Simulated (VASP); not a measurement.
Input:

```xyz
1
Lattice="-2.5973 2.5973 2.5973 2.5973 -2.5973 2.5973 2.5973 2.5973 -2.5973" Properties=species:S:1:pos:R:3 pbc="T T T"
K      0.0000     0.0000     0.0000
```

These are optB86b-vdW, VASP's PBE PAW potentials (set 64) (plane waves; VASP) values and carry that method's errors. Numerical set-up: 520 eV cut-off, 11×11×11 Γ-centred mesh, tetrahedra with Blöchl corrections, potentials K_sv.

### Question
Tabulate the total density of states (states/eV per cell) against energy (eV; zero at the valence-band maximum or, without a gap, the Fermi level).

### Answer

(E (eV), DOS (states/eV)): (-9.95, 0.00); (-9.74, 0.00); (-9.63, 0.00); (-9.42, 0.00); (-9.32, 0.00); (-9.11, 0.00); (-8.89, 0.00); (-8.79, 0.00); (-8.58, 0.00); (-8.47, 0.00); (-8.26, 0.00); (-8.05, 0.00); (-7.95, 0.00); (-7.74, 0.00); (-7.53, 0.00); (-7.42, 0.00); (-7.21, 0.00); (-7.11, 0.00); (-6.89, 0.00); (-6.68, 0.00); (-6.58, 0.00); (-6.37, 0.00); (-6.26, 0.00); (-6.05, 0.00); (-5.84, 0.00); (-5.74, 0.00); (-5.53, 0.00); (-5.42, 0.00); (-5.21, 0.00); (-5.00, 0.00); (-4.89, 0.00); (-4.68, 0.00); (-4.58, 0.00); (-4.37, 0.00); (-4.16, 0.00); (-4.05, 0.00); (-3.84, 0.00); (-3.74, 0.00); (-3.53, 0.00); (-3.32, 0.00); (-3.21, 0.00); (-3.00, 0.00); (-2.79, 0.00); (-2.68, 0.00); (-2.47, 0.00); (-2.37, 0.00); (-2.16, 0.09); (-1.95, 0.21); (-1.84, 0.24); (-1.63, 0.32); (-1.53, 0.34); (-1.32, 0.40); (-1.10, 0.46); (-1.00, 0.49); (-0.79, 0.54); (-0.68, 0.57); (-0.47, 0.63); (-0.26, 0.69); (-0.16, 0.73); (0.05, 0.83); (0.16, 0.91); (0.37, 1.05); (0.58, 0.90); (0.69, 0.83); (0.90, 1.03); (1.00, 1.07); (1.21, 1.45); (1.42, 1.72); (1.53, 1.59); (1.74, 1.25); (1.95, 1.28); (2.05, 1.26); (2.26, 1.30); (2.37, 1.29); (2.58, 1.38); (2.79, 1.62); (2.90, 1.78); (3.11, 2.31); (3.21, 2.05); (3.42, 1.39)
Within 2 eV below the Fermi level the largest weight inside VASP's projection spheres is K s, then K p.

The compound is K in the bcc structure. It was relaxed first.
